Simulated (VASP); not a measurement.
Consider the following.

```
CELL_PARAMETERS angstrom
      0.00000     2.03767     2.03767
      2.03767     0.00000     2.03767
      2.03767     2.03767     0.00000
ATOMIC_POSITIONS crystal
  V  0.50000 0.50000 0.50000
  N  0.00000 0.00000 0.00000
```

These are PBEsol GGA, VASP's PBE PAW potentials (set 64) (plane waves; VASP) values and carry that method's errors. Run with 520 eV cut-off, 17×17×17 Γ-centred mesh, tetrahedra with Blöchl corrections, potentials V_sv N.

Q: What does the run give for the energy per atom (σ→0), band gap (on the k-mesh) with the smallest direct gap where there is one?

A: 
The band gap (on the k-mesh) is none (metal, semimetal or under 0.01 eV) and the energy per atom (σ→0) is -10.281 eV/atom.

Only differences to runs with the same potentials and settings are physical.

The structure comes from a measured VN entry (Fm-3m) of the Crystallography Open Database, whose conditions weren't checked. It was relaxed first. The run is not spin-polarised, so no magnetic state was tried. VASP warned that the highest band is occupied, so more bands are needed.
